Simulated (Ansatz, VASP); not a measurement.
# NaVS3: VASP beside Ansatz, part 3 of 3

Wanted: the spread between two codes on one cell, functional and k mesh. The cell is generated by rule, not measured, and may not be a known phase. The cell is taken from a series of runs on this material, whose earlier steps may have relaxed, scaled, displaced or heated it; both programs get it as it stands.

VASP 6.6.1 and Ansatz 0.2.0.

So far: The structure; VASP: zone-centre phonons, PBEsol.

The structure was built from a prototype and need not be the compound's stable phase.

## (3) Ansatz: zone-centre phonons, PBEsol

Level of this step: Ansatz beside VASP: Kohn-Sham DFT, plane waves, PBEsol (Ansatz).

Ansatz runs on its PAW soft_1 files.

The same cell, functional, mesh and smearing now go to Ansatz, which takes its cutoff from its data sets.

input.yaml

```yaml
crystal:
  lattice:
    - [4.5683033595, 0.0, 0.0]
    - [0.0, 4.5683033595, 0.0]
    - [0.0, 0.0, 4.5683033595]
  atoms:
    - { symbol: Na, position: [0.0, 0.0, 0.0] }
    - { symbol: V, position: [0.5, 0.5, 0.5] }
    - { symbol: S, position: [0.5, 0.5, 0.0] }
    - { symbol: S, position: [0.5, 0.0, 0.5] }
    - { symbol: S, position: [0.0, 0.5, 0.5] }
kpoints:
  mp_grid: { grid: [8, 8, 8] }
hamiltonian:
  xc: pbesol
  pseudopotentials: { kind: paw, azcp: { folder: soft_1 }, xc_functional: pbe }
scf:
  occupations: { method: methfessel_paxton, width: 0.2 }
output:
  eigenvalues: true
phonons:
  method: dfpt
```

On the command line:

```sh
> ansatz run input.yaml --threads 8 --pin off --max-ram 16384MiB --backend cpu --events-out ev --progress --plain --runs-dir out
```

Numbers of over 12 decimals in the logs are rounded to 6 here.

Log:

```text
zone centre: on kpoints.mp_grid the ground state, and the responses unless they are solved on pairs of k-points, stand on 125 of the mesh's 512 k-points, reduced under 8 symmetry operations, with k and −k counted as one. Each operation leaves every solved displacement unchanged or reverses it
Engine: ansatz 0.2.0, aarch64-unknown-linux-gnu
Pseudopotentials: kind: paw
Pseudopotential: Na, paw, valence charge 9, recommended cutoff 420 eV (normal), soft_1/Na.paw.azcp
Pseudopotential: V, paw, valence charge 13, recommended cutoff 420 eV (normal), soft_1/V.paw.azcp
Pseudopotential: S, paw, valence charge 6, recommended cutoff 420 eV (normal), soft_1/S.paw.azcp
Functional definition: PBEsol
  exchange = pbesol_x
  correlation = pbesol_c
Crystal: 5 atoms, lattice volume = 95.338 Å³
Basis set: ecut = 420 eV, 1863 PW (Γ), exchange–correlation on 64×64×64 points (8 copies of the dense FFT grid, shifted against one another)
Bands: 25, of which v1, the nominal top of the filled ones, is band 20 counted from 1 (19 counted from 0)
Symmetry: 48 space group operations
k-points: 125 of 512 (irreducible under 8 space group operations)
Non-local potential: Na, projectors of the file, l = 0: 3, l = 1: 2, l = 2: 1
Non-local potential: V, projectors of the file, l = 0: 3, l = 1: 2, l = 2: 3, l = 3: 1
Non-local potential: S, projectors of the file, l = 0: 2, l = 1: 2, l = 2: 1
PAW form: soft (Blöchl's): semilocal exchange-correlation on the pseudo side does not see the compensation charge
PAW frozen core: Na, regenerated for the run's functional, and the local potential with it (the file was generated under x = pbe(κ = 0.804, μ = 0.219515), c = pbe(β = 0.066725))
PAW frozen core: V, regenerated for the run's functional, and the local potential with it (the file was generated under x = pbe(κ = 0.804, μ = 0.219515), c = pbe(β = 0.066725))
PAW frozen core: S, regenerated for the run's functional, and the local potential with it (the file was generated under x = pbe(κ = 0.804, μ = 0.219515), c = pbe(β = 0.066725))
PAW one-centre angular grid: Na, 110 points (default); XC on 64 Gauss nodes
PAW one-centre angular grid: V, 590 points (default); XC on 64 Gauss nodes
PAW one-centre angular grid: S, 110 points (default); XC on 64 Gauss nodes
Initial density: superposition of atomic densities (chi_scale 0.1, normalization cell, long waves kept (reshape's long-wave potential 0.00 eV rms))
Initial wavefunctions: pseudopotential atomic-orbital guess
Functional: x = pbesol(κ = 0.804, μ = 0.123457), c = pbesol(β = 0.046)
SCF iter   1: F=—  HF=-7020.489581 eV  |F-HF|=—  |Δ(HF+E_count)|=         —  Δρ=9.27e-2  dr2=1.33e1  ethr=3.10e-3  ⟨swp⟩=7.2  Hψ=34105  notcnv=0
automatic band count: the SCF goes on with 30 bands, as 25 were too few: the levels above may hold too much charge
preconditioner: auto → Kerker (q_TF=auto, 2.361 Å⁻¹)  [metal: Δε(μ)=0.045 eV  Ē_g=9.389 eV  σ=0.200 eV  W_gap=0.19  n_scr=18 (ndim 8)  ℏωp=18.6 eV  f_vac=0.000  D(μ)=3.70/eV (n_scr^D=26)]
SCF iter   2: F=—  HF=-7019.586079 eV  |F-HF|=—  |Δ(HF+E_count)|=   9.04e-1  S|Δr|=    0.00e0  Δρ=5.02e-2  dr2=4.40e0  ethr=3.10e-3  ⟨swp⟩=2.0  Hψ=7594  notcnv=0  defer=178
SCF iter   3: F=—  HF=-7019.160080 eV  |F-HF|=—  |Δ(HF+E_count)|=   4.26e-1  S|Δr|=    0.00e0  Δρ=1.07e-2  dr2=2.01e-1  ethr=3.10e-3  ⟨swp⟩=2.2  Hψ=4688  notcnv=0  defer=178
SCF iter   4: F=—  HF=-7019.150887 eV  |F-HF|=—  |Δ(HF+E_count)|=   9.19e-3  S|Δr|=    0.00e0  Δρ=2.76e-3  dr2=5.03e-3  ethr=5.03e-4  ⟨swp⟩=1.0  Hψ=4726  notcnv=0  defer=220
SCF iter   5: F=—  HF=-7019.152544 eV  |F-HF|=—  |Δ(HF+E_count)|=   1.66e-3  S|Δr|=    0.00e0  Δρ=6.25e-4  dr2=7.21e-4  ethr=1.26e-5  ⟨swp⟩=2.7  Hψ=5090  notcnv=0  defer=220
SCF iter   6: F=—  HF=-7019.152672 eV  |F-HF|=—  |Δ(HF+E_count)|=   1.28e-4  S|Δr|=    0.00e0  Δρ=4.10e-4  dr2=2.48e-4  ethr=1.80e-6  ⟨swp⟩=2.1  Hψ=5886  notcnv=0  defer=220
SCF iter   7: F=—  HF=-7019.152657 eV  |F-HF|=—  |Δ(HF+E_count)|=   1.46e-5  S|Δr|=    0.00e0  Δρ=9.43e-5  dr2=2.12e-5  ethr=6.19e-7  ⟨swp⟩=2.2  Hψ=4770  notcnv=0  defer=220
SCF iter   8: F=—  HF=-7019.152651 eV  |F-HF|=—  |Δ(HF+E_count)|=   6.65e-6  S|Δr|=    0.00e0  Δρ=3.96e-5  dr2=3.49e-6  ethr=5.29e-8  ⟨swp⟩=2.0  Hψ=5127  notcnv=0  defer=220
SCF iter   9: F=—  HF=-7019.152650 eV  |F-HF|=—  |Δ(HF+E_count)|=   3.68e-7  S|Δr|=    0.00e0  Δρ=1.70e-5  dr2=4.03e-7  ethr=8.72e-9  ⟨swp⟩=2.6  Hψ=5499  notcnv=0  defer=220
SCF iter  10: F=—  HF=-7019.152650 eV  |F-HF|=—  |Δ(HF+E_count)|=   3.44e-8  S|Δr|=    0.00e0  Δρ=2.80e-6  dr2=8.38e-9  ethr=1.01e-9  ⟨swp⟩=2.6  Hψ=5599  notcnv=0  defer=220
SCF iter  11: F=—  HF=-7019.152650 eV  |F-HF|=—  |Δ(HF+E_count)|=   1.31e-9  S|Δr|=    0.00e0  Δρ=6.03e-7  dr2=4.65e-10  ethr=2.10e-11  ⟨swp⟩=2.2  Hψ=5416  notcnv=0  defer=220
SCF iter  12: F=—  HF=-7019.152650 eV  |F-HF|=—  |Δ(HF+E_count)|=  1.56e-10  S|Δr|=    0.00e0  Δρ=1.31e-7  dr2=1.14e-11  ethr=1.16e-12  ⟨swp⟩=2.2  Hψ=5306  notcnv=0  defer=220
SCF iter  13: F=-7019.152650 eV  HF=-7019.152650 eV  |F-HF|=3.64e-12  |Δ(HF+E_count)|=  1.82e-12  S|Δr|=    0.00e0  Δρ=3.42e-8  dr2=1.44e-12  ethr=1.00e-12  ⟨swp⟩=13.4  Hψ=20534  notcnv=0
SCF 1 converged in 13 iterations: F = -7019.152650 eV  dr2 = 1.44e-12
  greatest PAW one-centre occupation: 1.000 electrons in one spin orbital (limit 2), on the V atom at site 1 (counted from 0), in its partial waves of l = 0
DFPT response loops at Γ: preconditioner auto → Kerker (q_TF=auto, 2.361 Å⁻¹) (partly filled bands, converged f_vac=0.000); β = 1.00, the filter's whole step (`scf.mixing.beta` (0.50) is not read by the response loops under this deck's `scf.mixing.preconditioner`; to damp them name `kerker` or `kerker_dos`, under which they read `scf.mixing.beta`, and type it under 1.00, their step now; both keys bind the ground state too); Broyden in place of MSR1
SCF converged after 13 iterations
Stability not checked: this state was not tested for a lower state beside it, because cold or Methfessel-Paxton smearing, or corrected tetrahedra, fill the levels in a way that the test cannot read (fill_not_monotonic; see scf.lower_state_search)
Free energy (F): -7019.152650 eV
Harris-Foulkes:  -7019.152650 eV  (|F-HF|=3.64e-12)
Internal energy: -7019.133839 eV  (E = F + TS)
E sigma→0 (E₀):  -7019.147947 eV
Entropy (-TS):   -0.018811 eV (-3.762 meV/atom)
Fermi energy:    6.797362 eV
Step filling:    the computed levels leave a gap of 0.0000 eV = 0.0 smearing widths at the electron count; against every level under it full and every level over it empty, smearing changes F+E_penalty+E_count by -9.448 meV and its σ→0 estimate by -4.745 meV
--- Per-component energies (eV) ---
  E_band       = -464.676651
  E_kinetic    = 726.210368
  E_local      = -3469.172931  (includes V_loc(G=0)·N_el)
  E_nonlocal   = 463.830013
  E_hartree    = 1295.964323
  E_xc         = -414.792694
  E_vxc        = -440.079341  (∫ρ·V_xc dr)
  E_paw        = -3158.430861  (= ΣΔE_a)
  E_vpaw       = -337.394422  (= ΣTr[D̂ρ^β])
  E_aug_tail   = 0.000968  (compensation charges beyond the density's cutoff)
  E_ewald      = -2463.133246
  E_core_change = 0.390221  (= ΣΔE_core)
  E_smearing   = -0.018811  (= −TS)
  E_closure    = -0.000000  (closes the sum)
  Σ components = -7019.152650   (vs F -7019.152650, Δ=0.00e0)
--- Band table (eV; the first three rows and the last of 125) ---
  k-point 0: bands = [... 16 lower, 5.5777, 5.8073, 5.8073, 5.8073, 6.4683, 6.4683, 6.4683, 7.2942, ... 6 higher]
  k-point 1: bands = [... 16 lower, 5.4653, 5.7831, 5.8131, 6.0719, 6.0719, 6.7741, 6.7741, 7.3022, ... 6 higher]
  k-point 2: bands = [... 16 lower, 4.8642, 5.2177, 5.8275, 6.1460, 6.1460, 7.3169, 7.3525, 7.3525, ... 6 higher]
  k-point 124: bands = [... 16 lower, 2.4703, 7.2308, 7.2308, 7.2308, 7.8696, 7.8696, 7.8696, 9.4206, ... 6 higher]
--- Phonons (Γ-DFPT): 4 representative perturbations + reference, on 125 of 512 k-points (Σ response iterations 12) ---
  k mesh reduced under 8 symmetry operations, with k and −k counted as one. Each operation leaves every solved displacement unchanged or reverses it
  ASR residual: 2.135e-5 → 0.000e0 eV/Å²; symmetrization residual: 5.353e-6 eV/Å²
  ASR residual per site (eV/Å²): 2.14e-5 1.49e-5 2.03e-5 2.03e-5 2.03e-5
  Γ frequencies (cm⁻¹): -93.33 -93.33 -93.33 0.00 0.00 0.00 72.22 72.22 72.22 87.93 87.93 87.93 352.07 352.07 352.07
  non-analytic LO–TO correction: not included (Born effective charges unavailable; polar crystals: no LO–TO splitting at Γ)
```

## (4) Side by side

Known differences besides the potentials themselves: the data sets hold 40 valence electrons in Ansatz (on its PAW soft_1 files) and 38 in VASP; the cutoff is 420 eV in Ansatz and 500 eV in VASP; Ansatz makes its cores anew for this functional, VASP keeps those of its PBE data sets. Total energies have different zeros and are not compared.

Compared:

| quantity | Ansatz | VASP | difference |
| --- | --- | --- | --- |
| optical mode 1 to 3 (imaginary, printed as negative) (cm⁻¹) | -93.3 | -93.7 | +0.4 |
| optical mode 4 to 6 (cm⁻¹) | 72.2 | 69.7 | +3.66 % |
| optical mode 7 to 9 (cm⁻¹) | 87.9 | 91.4 | -3.83 % |
| optical mode 10 to 12 (cm⁻¹) | 352.1 | 351.3 | +0.22 % |

Modes are paired by rising frequency, not by their patterns, so a pair may set unlike modes beside each other; they are those without the splitting of longitudinal modes.

## (5) Results

```
r.m.s. difference of the optical zone-centre modes, each program's sorted by frequency (zone-centre phonons, PBEsol) : 2.2 cm⁻¹
difference in optical mode 7 to 9 (zone-centre phonons, PBEsol)                                                      : -3.8 %
```

In words: The r.m.s. difference of the optical zone-centre modes, each program's sorted by frequency is 2.2 cm⁻¹ (zone-centre phonons, PBEsol). The data sets hold unlike numbers of valence electrons (40 in Ansatz and 38 in VASP), so part of the differences comes from the potentials. Among the rows given in per cent, the largest difference of the zone-centre phonons, PBEsol pair is in optical mode 7 to 9, -3.8 %. How closely two codes agree says nothing of how well the functional describes the real material.

[Lines on the potential files, build, host, timing and source positions are cut from VASP's logs without a mark.]

[Logs are printed without paths, hosts, clocks, repeated set-up lines and the standing remarks that a program may print on its own settings, such as how far it seeks lower states.]

[Hosts, paths, dates, database ids (printed as entryN), source tags and the programs' standing remarks are cut or masked in the printed files.]
